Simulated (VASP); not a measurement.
C:

```xyz
4
Lattice="2.4610 0.0000 0.0000 -1.2305 2.1313 0.0000 0.0000 0.0000 9.3912" Properties=species:S:1:pos:R:3 pbc="T T T"
C     0.0000    0.0000    2.3478
C     0.0000    1.4209    2.3478
C     0.0000    0.0000    7.0434
C     1.2305    0.7104    7.0434
```

The cell was built by a generator and needn't be a form met in nature.

Base run:

| Quantity | Value |
| --- | --- |
| Program | VASP 6.6.1 |
| Functional | PBE |
| Dispersion | TS |
| Potentials or basis | VASP PAW PBE potentials, release 64 (C) |
| Cutoff | 520 eV |
| k mesh | 16 × 16 × 4 |
| Occupations | fermi-dirac, width 0.05 eV |
| Spin | no spin polarisation |

Its results: band gap on the k mesh 1.17 eV, direct; pressure 0.1 GPa.

Task: After a change of settings the same cell gave: band gap on the k mesh 1.17 eV, direct; pressure 1.6 GPa. Which change was it?
A. dispersion from TS to none
B. functional from PBE to SCAN; dispersion from TS to rVV10
C. functional from PBE to r2SCAN; dispersion from TS to none
D. functional from PBE to SCAN; dispersion from TS to none

Result: A.

Dispersion adds attraction, which lowers the pressure at fixed volume.

Caveats: this functional lacks dispersion, which binds the layers, so the pressure and a relaxed spacing across them are unreliable (some runs).
